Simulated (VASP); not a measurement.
The input files of a VASP run:

KPOINTS:
```
Automatic mesh
0
G
5 5 5
```

**POSCAR**
```
CsPbBr3
1.0
  5.9486300000   0.0000000000   0.0000000000
  0.0000000000   5.9486300000   0.0000000000
  0.0000000000   0.0000000000   5.9486300000
Cs Pb Br
1 1 3
Cartesian
  0.0000000000   0.0000000000   0.0000000000
  2.9743150000   2.9743150000   2.9743150000
  2.9743150000   2.9743150000   0.0000000000
  0.0000000000   2.9743150000   2.9743150000
  2.9743150000   0.0000000000   2.9743150000
```

**INCAR**
```
SYSTEM  =  CsPbBr3
PREC  =  Accurate; ENCUT  =  300; LREAL  =  .FALSE.
LASPH  =  .TRUE.
EDIFF  =  1E-6; NELM  =  100; ALGO  =  Normal
LMAXMIX  =  4
ISMEAR  =  0; SIGMA  =  0.01
GGA  =  PE
ISIF  =  2
LWAVE  =  .FALSE.; LCHARG  =  .FALSE.
```

POTCAR, in this order: Cs_sv Pb_d Br (PBE.64 set). Program: vasp_std.

Task: Translate this PBE calculation to Ansatz.

Result: One equivalent input (not run):
Ansatz 0.2 input:
```yaml
crystal:
  lattice:
    - [5.9486300, 0.0000000, 0.0000000]
    - [0.0000000, 5.9486300, 0.0000000]
    - [0.0000000, 0.0000000, 5.9486300]
  atoms:
    - { symbol: Cs, position: [0.0000000, 0.0000000, 0.0000000] }
    - { symbol: Pb, position: [0.5000000, 0.5000000, 0.5000000] }
    - { symbol: Br, position: [0.5000000, 0.5000000, 0.0000000] }
    - { symbol: Br, position: [0.0000000, 0.5000000, 0.5000000] }
    - { symbol: Br, position: [0.5000000, 0.0000000, 0.5000000] }
kpoints:
  mp_grid: { grid: [5, 5, 5] }
hamiltonian:
  xc: pbe
  pseudopotentials: { kind: paw }
scf:
  occupations: { method: gaussian, width: 0.01 }
  max_iter: 100
output: { forces: true, stress: true, eigenvalues: true }
```
Limits of the translation: each code has its own PAW files, so the cut-off isn't converted (ENCUT is set for VASP's; basis.ecutwfc is left out, and Ansatz then takes the one that its files recommend); Ansatz stops its SCF on the density residual and VASP on the energy change (EDIFF).

The structure comes from a computed database's CsPbBr3 entry; how it stands against other phases isn't given here. The cell was not relaxed at this level. The run is one of a series of settings (KPOINTS 5×5×5 Γ-centred mesh against the base run), some of them coarse on purpose.
